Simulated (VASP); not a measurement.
A run of VASP 6.6.1:

INCAR

```
SYSTEM = Hg2SO
PREC = Accurate ; ENCUT = 520
EDIFF = 1E-6 ; ISMEAR = -1
SIGMA = 0.02 ; LREAL = .FALSE.
LASPH = .TRUE. ; NELM = 100
ALGO = Normal ; ISIF = 2
LWAVE = .FALSE. ; LCHARG = .TRUE.
GGA = PE ; LELF = .TRUE.
LVHAR = .TRUE. ; NBANDS = 26
```

KPOINTS

```
regular mesh
0
G
  4 4 4
  0 0 0
```

The input POSCAR:

```
Hg2SO
1.0
    3.9826510783      0.0000000000      0.0000000000
    0.0000000000      3.9826510783      0.0000000000
    0.0000000000      0.0000000000      5.4147933259
O Hg S
1 2 1
Direct
    0.0000000000      0.0000000000      0.0000000000
    0.0000000000      0.5000000000      0.7900315664
    0.5000000000      0.0000000000      0.2099684336
    0.5000000000      0.5000000000      0.5000000000
```

Potentials or basis: VASP PAW PBE potentials, release 64 (O, Hg, S).

Command:

```bash
$ cat potpaw_PBE.64/O/POTCAR potpaw_PBE.64/Hg/POTCAR potpaw_PBE.64/S/POTCAR > POTCAR
$ mpirun -np 1 vasp_std > vasp.out
```

Hardware: 1 thread of Intel(R) Xeon(R) 6975P-C (Granite Rapids), with other jobs on the host.

Q: How long does it take, and how much memory?

A: Run time: 15 s on 1 thread of Intel(R) Xeon(R) 6975P-C (Granite Rapids) (shared host), peak memory 0.2 GiB. Counts: scf iterations 14, k points 18.
